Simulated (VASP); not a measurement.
Output of a VASP run:

**OSZICAR**
```
...
DAV:   6     0.291861535734E+02   -0.23046E-05   -0.17965E-06  2093   0.161E-02    0.495E-04
DAV:   7     0.291861534929E+02   -0.80430E-07   -0.75564E-08  1086   0.294E-03
   2 F= 0.29186153E+02 E0= 0.29186117E+02  d E =-.214003E-02
       N       E                     dE             d eps       ncg     rms          rms(c)
DAV:   1     0.291858506087E+02   -0.30296E-03   -0.12386E-01  2254   0.222E+00    0.872E-02
DAV:   2     0.291852623223E+02   -0.58829E-03   -0.34572E-03  2303   0.519E-01    0.372E-02
DAV:   3     0.291852521892E+02   -0.10133E-04   -0.54215E-05  2589   0.739E-02    0.188E-02
DAV:   4     0.291852559745E+02    0.37853E-05   -0.12858E-05  2239   0.350E-02    0.665E-03
DAV:   5     0.291852597120E+02    0.37375E-05   -0.96954E-06  2098   0.362E-02    0.267E-03
DAV:   6     0.291852539203E+02   -0.57917E-05   -0.43168E-06  2093   0.247E-02    0.701E-04
DAV:   7     0.291852537446E+02   -0.17565E-06   -0.17922E-07  1727   0.443E-03    0.191E-04
DAV:   8     0.291852537510E+02    0.63995E-08   -0.54590E-09  1050   0.810E-04
   3 F= 0.29185254E+02 E0= 0.29185215E+02  d E =-.303977E-02
       N       E                     dE             d eps       ncg     rms          rms(c)
DAV:   1     0.291852342524E+02   -0.19492E-04   -0.29352E-03  2255   0.341E-01    0.139E-02
DAV:   2     0.291852183534E+02   -0.15899E-04   -0.82409E-05  2317   0.800E-02    0.566E-03
DAV:   3     0.291852169772E+02   -0.13763E-05   -0.11790E-06  2574   0.109E-02    0.289E-03
DAV:   4     0.291852162112E+02   -0.76595E-06   -0.29536E-07  2209   0.511E-03    0.984E-04
DAV:   5     0.291852163197E+02    0.10851E-06   -0.14574E-07  1731   0.411E-03    0.400E-04
DAV:   6     0.291852162071E+02   -0.11261E-06   -0.69271E-08  1065   0.284E-03    0.728E-05
DAV:   7     0.291852162007E+02   -0.64421E-08   -0.51233E-09  1047   0.658E-04
   4 F= 0.29185216E+02 E0= 0.29185179E+02  d E =-.307732E-02
       N       E                     dE             d eps       ncg     rms          rms(c)
DAV:   1     0.291850981971E+02   -0.11801E-03   -0.33440E-03  2186   0.337E-01    0.239E-02
DAV:   2     0.291851092692E+02    0.11072E-04   -0.84417E-05  2161   0.754E-02    0.137E-02
DAV:   3     0.291851102375E+02    0.96829E-06   -0.28690E-05  2550   0.411E-02    0.328E-03
DAV:   4     0.291851106012E+02    0.36365E-06   -0.45840E-06  2155   0.172E-02    0.118E-03
DAV:   5     0.291851095581E+02   -0.10431E-05   -0.23369E-06  2099   0.139E-02    0.124E-03
DAV:   6     0.291851092069E+02   -0.35116E-06   -0.38884E-07  2102   0.506E-03    0.270E-04
DAV:   7     0.291851092019E+02   -0.50465E-08   -0.31941E-08  1047   0.167E-03
   5 F= 0.29185109E+02 E0= 0.29185085E+02  d E =-.106999E-03
       N       E                     dE             d eps       ncg     rms          rms(c)
DAV:   1     0.291850685455E+02   -0.40661E-04   -0.29744E-03  2186   0.317E-01    0.225E-02
DAV:   2     0.291850781595E+02    0.96141E-05   -0.74781E-05  2160   0.710E-02    0.129E-02
DAV:   3     0.291850790331E+02    0.87353E-06   -0.25192E-05  2547   0.385E-02    0.307E-03
DAV:   4     0.291850793151E+02    0.28206E-06   -0.39172E-06  2147   0.156E-02    0.112E-03
DAV:   5     0.291850784509E+02   -0.86423E-06   -0.19371E-06  2102   0.124E-02    0.115E-03
DAV:   6     0.291850781632E+02   -0.28773E-06   -0.33559E-07  2070   0.452E-03    0.256E-04
DAV:   7     0.291850781570E+02   -0.61910E-08   -0.29044E-08  1044   0.144E-03
   6 F= 0.29185078E+02 E0= 0.29185065E+02  d E =-.138044E-03
```

File OUTCAR:
```
------------------------ aborting loop because EDIFF is reached ----------------------------------------
  FORCE on cell =-STRESS in cart. coord.  units (eV):
  Direction    XX          YY          ZZ          XY          YZ          ZX
  --------------------------------------------------------------------------------------
  Total        0.4782478      0.4770676      0.4771971      0.0000000     -0.0000000      0.0003908
  in kB       13.0530050     13.0207935     13.0243297      0.0000000     -0.0000000      0.0106652
  external PRESSURE =      13.0327094 kB  Pullay stress =       0.0000000 kB
  volume of cell :       58.70
      direct lattice vectors                 reciprocal lattice vectors
     3.868214911 -2.150685596 -0.026894542     0.128571575 -0.232484005 -0.098812445
     3.868214911  2.150685596 -0.026894542     0.128571575  0.232484005 -0.098812445
     2.697042305 -0.000000000  3.509304707     0.001970689  0.000000000  0.283442178
 POSITION                                       TOTAL-FORCE (eV/Angst)
 -----------------------------------------------------------------------------------
      2.46553     -0.00000      0.81657         0.000142     -0.000000      0.000047
      7.96794     -0.00000      2.63894        -0.000142      0.000000     -0.000047
 -----------------------------------------------------------------------------------
    total drift:                                0.000000     -0.000000      0.000000
  FREE ENERGIE OF THE ION-ELECTRON SYSTEM (eV)
  ---------------------------------------------------
  free  energy   TOTEN  =        29.1850781570 eV

  energy  without entropy=       29.1850391797  energy(sigma->0) =       29.18506516

 reached required accuracy - stopping structural energy minimisation
```
(Selected blocks of OUTCAR.)

### POSCAR
```
Sb
1
    3.8941308447    -2.1422487920    -0.0131800577
    3.8941308447     2.1422487920    -0.0131800577
    2.7275526153     0.0000000000     3.5091471629
Sb
2
Direct
  0.2347186066   0.2347186066   0.2347186066
  0.7652813934   0.7652813934   0.7652813934
```

### Question
Reconstruct the remaining input files.

### Answer
One answer among several that fit: the input of the run itself, revTPSS meta-GGA, plane waves, VASP's PBE PAW potentials (set 64).

INCAR:
```
ISIF = 4   ! ions and shape, fixed volume
ISMEAR = 1   ! Methfessel-Paxton
LWAVE = .FALSE.
PREC = Accurate
SIGMA = 0.1
LASPH = .TRUE.   ! aspherical one-centre terms
ALGO = Normal   ! blocked Davidson
ENCUT = 520   ! plane-wave cut-off (eV)
METAGGA = RTPSS
NSW = 30
LMIXTAU = .TRUE.
IBRION = 2
LREAL = .FALSE.
EDIFF = 1E-7
LMAXMIX = 4   ! l cut-off of mixed one-centre charges
LCHARG = .FALSE.
EDIFFG = -0.01
SYSTEM = Sb
NELM = 100   ! most electronic steps
```

KPOINTS:
```
K-points
0
G
 10 10 10
0 0 0
```

POTCAR, in this order: Sb (PBE.64 set). Program: vasp_std.

The compound is Sb in the a7 structure. This cell is one point of a volume scan, at 0.97 of the reference volume. Symmetry was kept, so distortions that lower it aren't found.
